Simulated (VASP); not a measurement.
The input files of a VASP run:

### POSCAR
```
TiAl
1.0
  2.8793816076   0.0000000000   0.0000000000
  0.0000000000   2.8793816076   0.0000000000
  0.0000000000   0.0000000000   4.1414056707
Ti Al
1 1
Cartesian
  0.0000000000   0.0000000000   0.0000000000
  1.4396908038   1.4396908038   2.0707028354
```

### KPOINTS
```
Automatic
0
Gamma
  13 13 9
```

### INCAR
```
NELM = 100   ! most electronic steps
LUSE_VDW = .TRUE.
AGGAC = 0.0
EDIFFG = -0.01   ! ionic stop
LCHARG = .FALSE.
GGA = ML
LWAVE = .FALSE.
SYSTEM = TiAl
IBRION = 2   ! conjugate gradients
EDIFF = 1E-7   ! SCF stop (eV)
ZAB_VDW = -1.8867
NSW = 30
LREAL = .FALSE.
PREC = Accurate
ISMEAR = 1   ! Methfessel-Paxton
ISIF = 4   ! ions and shape, fixed volume
ENCUT = 520
ALGO = Normal
SIGMA = 0.1
LASPH = .TRUE.   ! aspherical one-centre terms
LMAXMIX = 4   ! l cut-off of mixed one-centre charges
```

POTCAR, in this order: Ti_sv Al (PBE.64 set). Program: vasp_std.

Q: Translate this vdW-DF2 calculation to Quantum ESPRESSO's pw.x.

A: One equivalent input (not run):
```
&CONTROL
  calculation = 'vc-relax'
  pseudo_dir = './pseudo'
  outdir = './out'
  tprnfor = .true.
  tstress = .true.
  nstep = 30
  forc_conv_thr = 0.00039
/
&SYSTEM
  ibrav = 0
  nat = 2
  ntyp = 2
  ecutwfc = 84
  occupations = 'smearing'
  smearing = 'methfessel-paxton'
  degauss = 0.00735
  input_dft = 'vdw-df2'
/
&ELECTRONS
  conv_thr = 7.3e-09
  electron_maxstep = 100
/
&IONS
/
&CELL
  cell_dofree = 'shape'
/
ATOMIC_SPECIES
  Ti 47.867 Ti.upf
  Al 26.982 Al.upf
CELL_PARAMETERS angstrom
     2.8793816    0.0000000    0.0000000
     0.0000000    2.8793816    0.0000000
     0.0000000    0.0000000    4.1414057
ATOMIC_POSITIONS crystal
  Ti   0.0000000  0.0000000  0.0000000
  Al   0.5000000  0.5000000  0.5000000
K_POINTS automatic
  13 13 9 0 0 0
```
What does not carry over: the potentials are each code's own (VASP's PAW set, PseudoDojo norm-conserving files in pw.x), so ENCUT and ecutwfc are chosen apart and not converted; conv_thr bounds pw.x's estimated SCF error, while EDIFF bounds the energy change between steps; forc_conv_thr acts on force components and is met together with etot_conv_thr.

The compound is TiAl in the L1_0 structure. This cell is one point of a volume scan, at 1.03 of the reference volume. Symmetry was kept, so distortions that lower it aren't found.
